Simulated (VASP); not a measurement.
# How smearing and plane-wave cutoff change a VASP run on WS2 (Tungstenite)

Aim: find what the smearing and plane-wave cutoff change for WS2 (Tungstenite), and what they cost. The atoms are off their equilibrium sites, so that forces can be compared too. The series runs use LDA. The smearing tried: ISMEAR = -1, SIGMA = 0.01; ISMEAR = -1, SIGMA = 0.05; ISMEAR = -1, SIGMA = 0.1; ISMEAR = -1, SIGMA = 0.2; ISMEAR = -1, SIGMA = 0.5; ISMEAR = 1, SIGMA = 0.01; ISMEAR = 1, SIGMA = 0.05; ISMEAR = 1, SIGMA = 0.1; ISMEAR = 1, SIGMA = 0.2; ISMEAR = 1, SIGMA = 0.5; ISMEAR = -5. The plane-wave cutoff tried: ENCUT = 160; ENCUT = 190; ENCUT = 230; ENCUT = 260; ENCUT = 300; ENCUT = 340; ENCUT = 410; ENCUT = 520. The atoms of the start are displaced at random from the sites of a R3m cell.

Program: VASP 6.6.1. Level of theory: LDA; plane waves and PAW (W, S). Results are calculated unless marked as measured.

This is a report of a sequence of runs, with most program output left out.

### Step 1. Starting point

It takes space group P1 (No. 1, triclinic). The conventional cell has a = 3.158 Å, b = 3.158 Å, c = 6.427 Å, α = 75.78°, β = 75.78°, γ = 60.00°. Nearest to W lie 6 S at 2.39 to 2.46 Å. S has 3 W at 2.39 to 2.46 Å nearest. Nearest to S lie 3 W at 2.40 to 2.46 Å. Farther neighbours and most contacts between anions are not listed.

Structure file:

```cif
data_structure
_symmetry_space_group_name_H-M 'P 1'
_symmetry_Int_Tables_number 1
_cell_length_a 6.4274
_cell_length_b 6.4274
_cell_length_c 6.4274
_cell_angle_alpha 28.443
_cell_angle_beta 28.443
_cell_angle_gamma 28.443
_cell_volume 53.23
loop_
_atom_site_label
_atom_site_type_symbol
_atom_site_fract_x
_atom_site_fract_y
_atom_site_fract_z
_atom_site_occupancy
W1 W 0.98702 0.01091 0.00837 1
S2 S 0.25440 0.25016 0.24122 1
S3 S 0.41620 0.40868 0.43952 1
```

### Step 2. Smearing: ISMEAR = -1, SIGMA = 0.01

With a gap, smearing should do nothing until its tail reaches across the gap. LDA, the lowest rung, knows the local density alone.

File INCAR:

```
SYSTEM = WS2
PREC = Accurate
ENCUT = 400
EDIFF = 1E-06
NELM = 100
ISMEAR = -1
SIGMA = 0.01
LREAL = .FALSE.
ALGO = Normal
GGA = CA
NBANDS = 15
LASPH = .TRUE.
LORBIT = 11
LWAVE = .FALSE.
LCHARG = .FALSE.
KPAR = 4
ISIF = 2
```

File POSCAR:

```
WS2
1.0
    1.5790000000      0.9116360751      6.1633333333
   -1.5790000000      0.9116360751      6.1633333333
    0.0000000000     -1.8232721501      6.1633333333
W S
1 2
Direct
   -0.0129770000      0.0109140000      0.0083710000
    0.2544000000      0.2501600000      0.2412220000
    0.4162030000      0.4086750000      0.4395190000
```

File KPOINTS:

```
Automatic mesh
0
Gamma
10 10 10
0 0 0
```

The projector-augmented-wave data sets are W and S (PBE family, release 64).

Run with:

```console
mpirun -np 4 vasp_std
```

Run time: 3.4 min. Hardware: 4 MPI ranks of AMD EPYC 7R43, shared host; peak memory 1.6 GiB; 13 min of CPU time.

The gap is read on the k-mesh alone, so it is an upper bound where the band edges lie off the mesh. Spin-orbit coupling is off here; with elements this heavy it splits and shifts levels by tenths of an eV or more. The PAW data sets were made with PBE, though LDA sets exist; this is a small mismatch. The data set W keeps the semicore shell frozen, which is cheaper and a little less accurate.

This step gave:

```yaml
scf_cycles: 14
electrons: 18
bands: 15
irreducible_k_points: 504
symmetry_operations: 1
free_energy_toten: -26.30 eV
fermi_energy: 6.270 eV
pressure: -6.205 GPa
metallic: no
valence_top_at_k: 0.5, 0.5, 0.5
conduction_bottom_at_k: 0, -0.2, 0.2
least_direct_gap_at_k: 0.5, 0.5, 0.5
gap_on_the_k_mesh: 0.9488 eV
least_direct_gap_on_the_k_mesh: 2.107 eV
```

The series starts at -8.7657 eV an atom and -6.20 GPa, after 14 cycles in 3.4 min. The entropy term T·S comes to 0.00 meV an atom in size.

### Step 3. Smearing: ISMEAR = -1, SIGMA = 0.05

Edit INCAR of step 2 so:

```diff
@@ -6,3 +6,3 @@
 ISMEAR = -1
-SIGMA = 0.01
+SIGMA = 0.05
 LREAL = .FALSE.
```

POSCAR is that of step 2.

KPOINTS is that of step 2.

Run with:

```console
mpirun -np 4 vasp_std
```

Run time: 4.3 min. Hardware: 4 MPI ranks; peak memory 1.5 GiB.

Against the run before the energy at zero width stays within 0.01 meV an atom and the pressure within 0.01 GPa, after 14 cycles in 4.3 min. The entropy term T·S comes to 0.00 meV an atom in size.

### Step 4. Smearing: ISMEAR = -1, SIGMA = 0.1

Edit INCAR of step 3 so:

```diff
@@ -6,3 +6,3 @@
 ISMEAR = -1
-SIGMA = 0.05
+SIGMA = 0.1
 LREAL = .FALSE.
```

POSCAR is that of step 3.

KPOINTS is that of step 3.

Run with:

```console
mpirun -np 4 vasp_std
```

Elapsed: 3.5 min, on 4 MPI ranks; peak memory 1.5 GiB; 13 min of CPU time.

Against the run before the energy at zero width moves by +0.02 meV an atom while the pressure stays within 0.01 GPa, after 14 cycles in 3.5 min. The entropy term T·S comes to 0.07 meV an atom in size.

### Step 5. Smearing: ISMEAR = -1, SIGMA = 0.2

Edit INCAR of step 4 so:

```diff
@@ -6,3 +6,3 @@
 ISMEAR = -1
-SIGMA = 0.1
+SIGMA = 0.2
 LREAL = .FALSE.
```

POSCAR is that of step 4.

KPOINTS is that of step 4.

Run with:

```console
mpirun -np 4 vasp_std
```

Elapsed: 3.2 min, on 4 MPI ranks; peak memory 1.6 GiB; 13 min of CPU time.

Against the run before the energy at zero width moves by +1.21 meV an atom and the pressure by +0.02 GPa, after 14 cycles in 3.2 min. The entropy term T·S comes to 3.88 meV an atom in size.

### Step 6. Smearing: ISMEAR = -1, SIGMA = 0.5

Edit INCAR of step 5 so:

```diff
@@ -6,3 +6,3 @@
 ISMEAR = -1
-SIGMA = 0.2
+SIGMA = 0.5
 LREAL = .FALSE.
```

POSCAR is that of step 5.

KPOINTS is that of step 5.

Run with:

```console
mpirun -np 4 vasp_std
```

Wall time 3.5 min (4 MPI ranks); peak memory 1.6 GiB; 13 min of CPU time.

Against the run before the energy at zero width moves by +47.79 meV an atom and the pressure by +1.35 GPa, after 14 cycles in 3.5 min. The entropy term T·S comes to 202.18 meV an atom in size.

### Step 7. Smearing: ISMEAR = 1, SIGMA = 0.01

Edit INCAR of step 6 so:

```diff
@@ -5,4 +5,4 @@
 NELM = 100
-ISMEAR = -1
-SIGMA = 0.5
+ISMEAR = 1
+SIGMA = 0.01
 LREAL = .FALSE.
```

POSCAR is that of step 6.

KPOINTS is that of step 6.

Run with:

```console
mpirun -np 4 vasp_std
```

It took 3.8 min on 4 MPI ranks; peak memory 1.6 GiB.

Methfessel-Paxton smearing is not meant for a cell with a gap.

Against the first of the series the energy at zero width stays within 0.01 meV an atom and the pressure within 0.01 GPa, after 14 cycles in 3.8 min. The entropy term T·S comes to 0.00 meV an atom in size.

### Step 8. Smearing: ISMEAR = 1, SIGMA = 0.05

Edit INCAR of step 7 so:

```diff
@@ -6,3 +6,3 @@
 ISMEAR = 1
-SIGMA = 0.01
+SIGMA = 0.05
 LREAL = .FALSE.
```

POSCAR is that of step 7.

KPOINTS is that of step 7.

Run with:

```console
mpirun -np 4 vasp_std
```

Run time: 4.6 min. Hardware: 4 MPI ranks; peak memory 1.6 GiB.

Against the run before the energy at zero width stays within 0.01 meV an atom and the pressure within 0.01 GPa, after 14 cycles in 4.6 min. The entropy term T·S comes to 0.00 meV an atom in size.

### Step 9. Smearing: ISMEAR = 1, SIGMA = 0.1

Edit INCAR of step 8 so:

```diff
@@ -6,3 +6,3 @@
 ISMEAR = 1
-SIGMA = 0.05
+SIGMA = 0.1
 LREAL = .FALSE.
```

POSCAR is that of step 8.

KPOINTS is that of step 8.

Run with:

```console
mpirun -np 4 vasp_std
```

Elapsed: 3.6 min, on 4 MPI ranks; peak memory 1.6 GiB; 14 min of CPU time.

Against the run before the energy at zero width stays within 0.01 meV an atom and the pressure within 0.01 GPa, after 14 cycles in 3.6 min. The entropy term T·S comes to 0.01 meV an atom in size.

### Step 10. Smearing: ISMEAR = 1, SIGMA = 0.2

Edit INCAR of step 9 so:

```diff
@@ -6,3 +6,3 @@
 ISMEAR = 1
-SIGMA = 0.1
+SIGMA = 0.2
 LREAL = .FALSE.
```

POSCAR is that of step 9.

KPOINTS is that of step 9.

Run with:

```console
mpirun -np 4 vasp_std
```

Elapsed: 3.5 min, on 4 MPI ranks; peak memory 1.5 GiB.

Against the run before the energy at zero width stays within 0.01 meV an atom and the pressure within 0.01 GPa, after 14 cycles in 3.5 min. The entropy term T·S comes to 0.05 meV an atom in size.

### Step 11. Smearing: ISMEAR = 1, SIGMA = 0.5

Edit INCAR of step 10 so:

```diff
@@ -6,3 +6,3 @@
 ISMEAR = 1
-SIGMA = 0.2
+SIGMA = 0.5
 LREAL = .FALSE.
```

POSCAR is that of step 10.

KPOINTS is that of step 10.

Run with:

```console
mpirun -np 4 vasp_std
```

Run time: 3.5 min. Hardware: 4 MPI ranks; peak memory 1.6 GiB.

Against the run before the energy at zero width moves by -0.71 meV an atom and the pressure by -0.09 GPa, after 14 cycles in 3.5 min. The entropy term T·S comes to 5.05 meV an atom in size.

### Step 12. Smearing: ISMEAR = -5

Edit INCAR of step 11 so:

```diff
@@ -5,4 +5,4 @@
 NELM = 100
-ISMEAR = 1
-SIGMA = 0.5
+ISMEAR = -5
+SIGMA = 0.05
 LREAL = .FALSE.
```

POSCAR is that of step 11.

KPOINTS is that of step 11.

Run with:

```console
mpirun -np 4 vasp_std
```

It took 3.8 min on 4 MPI ranks; peak memory 1.6 GiB; 14 min of CPU time.

Against the first of the series the energy at zero width stays within 0.01 meV an atom and the pressure within 0.01 GPa, after 14 cycles in 3.8 min.

### Step 13. The smearing series as a table

This step: convergence of LDA results with the smearing; plane waves and PAW (VASP 6.6.1).

Derived from the runs above.

Differences are taken from the run with ISMEAR = -1, SIGMA = 0.01. Results of the series, by row:

| setting | status | energy less the reference (meV/atom) | pressure (GPa) | largest force difference (meV/Å) | gap (eV) | SCF cycles | wall time (s) |
| --- | --- | --- | --- | --- | --- | --- | --- |
| ISMEAR = -1, SIGMA = 0.01 | converged | 0 | -6.205 | 0 | 0.9488 | 14 | 206 |
| ISMEAR = -1, SIGMA = 0.05 | converged | 8.33e-5 | -6.205 | 0.001 | 0.9488 | 14 | 256.1 |
| ISMEAR = -1, SIGMA = 0.1 | converged | 0.02447 | -6.205 | 0.083 | 0.9489 | 14 | 211 |
| ISMEAR = -1, SIGMA = 0.2 | converged | 1.234 | -6.188 | 4.443 | 0.9498 | 14 | 193 |
| ISMEAR = -1, SIGMA = 0.5 | converged | 49.02 | -4.838 | 174.6 | 0.9544 | 14 | 211 |
| ISMEAR = 1, SIGMA = 0.01 | converged | 0 | -6.205 | 0 | 0.9488 | 14 | 227 |
| ISMEAR = 1, SIGMA = 0.05 | converged | 4.47e-4 | -6.205 | 0.003 | 0.9488 | 14 | 273.1 |
| ISMEAR = 1, SIGMA = 0.1 | converged | 0.002333 | -6.205 | 0.006 | 0.9488 | 14 | 214 |
| ISMEAR = 1, SIGMA = 0.2 | converged | 5.03e-4 | -6.205 | 0.061 | 0.9488 | 14 | 213 |
| ISMEAR = 1, SIGMA = 0.5 | converged | -0.7125 | -6.293 | 24.52 | 0.9542 | 14 | 213 |
| ISMEAR = -5 | converged | 0 | -6.205 | 0 | 0.9488 | 14 | 227 |

### Step 14. Plane-wave cutoff: ENCUT = 160

This step: LDA; plane waves and PAW (W, S) (VASP 6.6.1).

The basis grows with ENCUT, and energy and stress both move with it.

Edit INCAR of step 12 so:

```diff
@@ -2,6 +2,6 @@
 PREC = Accurate
-ENCUT = 400
+ENCUT = 160
 EDIFF = 1E-06
 NELM = 100
-ISMEAR = -5
+ISMEAR = -1
 SIGMA = 0.05
```

POSCAR is that of step 12.

KPOINTS is that of step 12.

Run with:

```console
mpirun -np 4 vasp_std
```

The job ended after 69 s (4 MPI ranks; peak memory 0.65 GiB).

Numbers from this step:

```yaml
free_energy_toten: -26.27 eV
fermi_energy: 6.676 eV
pressure: -29.68 GPa
gap_on_the_k_mesh: 0.9320 eV
least_direct_gap_on_the_k_mesh: 2.083 eV
```

The series starts at -8.7557 eV an atom and -29.68 GPa, after 14 cycles in 69 s.

### Step 15. Plane-wave cutoff: ENCUT = 190

Edit INCAR of step 14 so:

```diff
@@ -2,3 +2,3 @@
 PREC = Accurate
-ENCUT = 160
+ENCUT = 190
 EDIFF = 1E-06
```

POSCAR is that of step 14.

KPOINTS is that of step 14.

Run with:

```console
mpirun -np 4 vasp_std
```

Wall time 82 s (4 MPI ranks); peak memory 0.74 GiB; 4.8 min of CPU time.

Against the run before the energy moves by +48.97 meV an atom and the pressure by +12.49 GPa, after 14 cycles in 82 s.

### Step 16. Plane-wave cutoff: ENCUT = 230

Edit INCAR of step 15 so:

```diff
@@ -2,3 +2,3 @@
 PREC = Accurate
-ENCUT = 190
+ENCUT = 230
 EDIFF = 1E-06
```

POSCAR is that of step 15.

KPOINTS is that of step 15.

Run with:

```console
mpirun -np 4 vasp_std
```

It took 82 s on 4 MPI ranks; peak memory 0.88 GiB.

Against the run before the energy moves by -25.65 meV an atom and the pressure by +7.81 GPa, after 14 cycles in 82 s.

### Step 17. Plane-wave cutoff: ENCUT = 260

Edit INCAR of step 16 so:

```diff
@@ -2,3 +2,3 @@
 PREC = Accurate
-ENCUT = 230
+ENCUT = 260
 EDIFF = 1E-06
```

POSCAR is that of step 16.

KPOINTS is that of step 16.

Run with:

```console
mpirun -np 4 vasp_std
```

The job ended after 2.1 min (4 MPI ranks; peak memory 0.99 GiB).

Against the run before the energy moves by -20.06 meV an atom and the pressure by +1.87 GPa, after 14 cycles in 2.1 min.

### Step 18. Plane-wave cutoff: ENCUT = 300

Edit INCAR of step 17 so:

```diff
@@ -2,3 +2,3 @@
 PREC = Accurate
-ENCUT = 260
+ENCUT = 300
 EDIFF = 1E-06
```

POSCAR is that of step 17.

KPOINTS is that of step 17.

Run with:

```console
mpirun -np 4 vasp_std
```

It took 1.9 min on 4 MPI ranks; peak memory 1.1 GiB.

Against the run before the energy moves by -9.57 meV an atom and the pressure by +0.81 GPa, after 14 cycles in 1.9 min.

### Step 19. Plane-wave cutoff: ENCUT = 340

Edit INCAR of step 18 so:

```diff
@@ -2,3 +2,3 @@
 PREC = Accurate
-ENCUT = 300
+ENCUT = 340
 EDIFF = 1E-06
```

POSCAR is that of step 18.

KPOINTS is that of step 18.

Run with:

```console
mpirun -np 4 vasp_std
```

It took 2.5 min on 4 MPI ranks; peak memory 1.3 GiB; 9.5 min of CPU time.

Against the run before the energy moves by -2.91 meV an atom and the pressure by +0.35 GPa, after 14 cycles in 2.5 min.

### Step 20. Plane-wave cutoff: ENCUT = 410

Edit INCAR of step 19 so:

```diff
@@ -2,3 +2,3 @@
 PREC = Accurate
-ENCUT = 340
+ENCUT = 410
 EDIFF = 1E-06
```

POSCAR is that of step 19.

KPOINTS is that of step 19.

Run with:

```console
mpirun -np 4 vasp_std
```

Wall time 2.8 min (4 MPI ranks); peak memory 1.6 GiB.

Against the run before the energy moves by -0.83 meV an atom and the pressure by +0.15 GPa, after 14 cycles in 2.8 min.

### Step 21. Plane-wave cutoff: ENCUT = 520

Edit INCAR of step 20 so:

```diff
@@ -2,3 +2,3 @@
 PREC = Accurate
-ENCUT = 410
+ENCUT = 520
 EDIFF = 1E-06
```

POSCAR is that of step 20.

KPOINTS is that of step 20.

Run with:

```console
mpirun -np 4 vasp_std
```

The job ended after 4.1 min (4 MPI ranks; peak memory 2.2 GiB).

Against the run before the energy moves by -0.49 meV an atom and the pressure by -0.02 GPa, after 14 cycles in 4.1 min.

### Step 22. The plane-wave cutoff series as a table

This step: convergence of LDA results with the cutoff; plane waves and PAW (VASP 6.6.1).

No new run; the numbers come from the runs before.

Differences are taken from the run with ENCUT = 520. Results of the series, by row:

| setting | status | energy less the reference (meV/atom) | pressure (GPa) | largest force difference (meV/Å) | gap (eV) | SCF cycles | wall time (s) |
| --- | --- | --- | --- | --- | --- | --- | --- |
| ENCUT = 160 | converged | 10.54 | -29.68 | 216.8 | 0.932 | 14 | 69 |
| ENCUT = 190 | converged | 59.51 | -17.19 | 67.91 | 0.9803 | 14 | 82 |
| ENCUT = 230 | converged | 33.87 | -9.382 | 41.9 | 0.9525 | 14 | 82 |
| ENCUT = 260 | converged | 13.8 | -7.509 | 21.38 | 0.9492 | 14 | 127 |
| ENCUT = 300 | converged | 4.231 | -6.699 | 5.297 | 0.9505 | 14 | 112 |
| ENCUT = 340 | converged | 1.319 | -6.351 | 2.14 | 0.9488 | 14 | 147 |
| ENCUT = 410 | converged | 0.4913 | -6.204 | 0.67 | 0.9489 | 14 | 170 |
| ENCUT = 520 | converged | 0 | -6.226 | 0 | 0.949 | 14 | 244 |

### Step 23. What came out

| Quantity | Value |
| --- | --- |
| spread of the pressure over the smearing | 1.46 GPa |
| spread of the energy over the smearing | 49.7 meV/atom |
| plane-wave cutoff from which the energy stays within 10 meV/atom of the reference | ENCUT = 300 |
| plane-wave cutoff from which the energy stays within 1 meV/atom of the reference | ENCUT = 410 |
| plane-wave cutoff from which the pressure stays within 0.2 GPa of the reference | ENCUT = 340 |
| spread of the pressure over the plane-wave cutoff | 23.5 GPa |
| spread of the energy over the plane-wave cutoff | 59.5 meV/atom |

In words: The usual rule keeps the entropy term T·S under 1 meV an atom, which holds up to a width of 0.1 eV for Fermi-Dirac and 0.2 eV for first-order Methfessel-Paxton. Farthest in energy from the narrowest smearing lies ISMEAR = -1, SIGMA = 0.5 (+49.0 meV an atom, +1.37 GPa, 174.6 meV/Å in forces). Methfessel-Paxton smearing is made for metals and can give negative occupations at band edges. From ENCUT = 410 on, the energy stays within 1 meV an atom of the reference, at 70 % of its time. The pressure holds within 0.2 GPa from ENCUT = 340 on. These cutoffs are 0.6 to 2 times the default of the data sets, about 260 eV; at the default the run is off by +13.8 meV an atom, -1.28 GPa, 21.4 meV/Å in forces, and at 1.3 times by +1.3 meV an atom, -0.13 GPa, 2.1 meV/Å in forces. Energy differences between like cells converge faster than these totals. Differences are taken from the run with ENCUT = 520, which is itself not the exact limit. The runs at ENCUT = 160; ENCUT = 190; ENCUT = 230 are over 30 meV an atom or 2 GPa off and describe the material poorly.

[Lines on the potential files, build, host, timing and source positions are cut from VASP's logs without a mark.]

[Logs are printed without paths, hosts, clocks, repeated set-up lines and the standing remarks that a program may print on its own settings, such as how far it seeks lower states.]

[Hosts, paths, dates, database ids (printed as entryN), source tags and the programs' standing remarks are cut or masked in the printed files.]

[A measured line is paired with the nearest computed mode of its activity, which favours agreement.]
